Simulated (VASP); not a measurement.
Data:

```
CELL_PARAMETERS angstrom
      4.11942     0.00000     0.00000
      0.00000     4.11942     0.00000
      0.00000     0.00000     4.11942
ATOMIC_POSITIONS crystal
  K  0.00000 0.00000 0.00000
  Ta 0.50000 0.50000 0.50000
  O  0.50000 0.00000 0.50000
  O  0.00000 0.50000 0.50000
  O  0.50000 0.50000 0.00000
```

Calculation: vdW-DF2, VASP's PBE PAW potentials (set 64) (plane waves; VASP 6.6.1). Run with 520 eV cut-off, 6×6×6 Γ-centred mesh, Gaussian smearing of 0.050 eV, potentials K_sv Ta_pv O.

Unless said otherwise, spin-orbit coupling is left out, though it shifts the bands of the heavy elements here.

### Question
What does the run give for the energy per atom (σ→0), pressure, band gap (on the k-mesh) with the smallest direct gap where there is one?

### Answer

```
Item                                             Result
-----------------------------------  ------------------
band gap (on the k-mesh)                        2.04 eV
smallest direct gap (on the k-mesh)             2.68 eV
energy per atom (σ→0)                -603.1 kJ/mol-atom
pressure                                     -49.7 kbar
```

The compound is KTaO3 in the cubic perovskite structure. This cell is one point of a volume scan, at 1.03 of the reference volume.
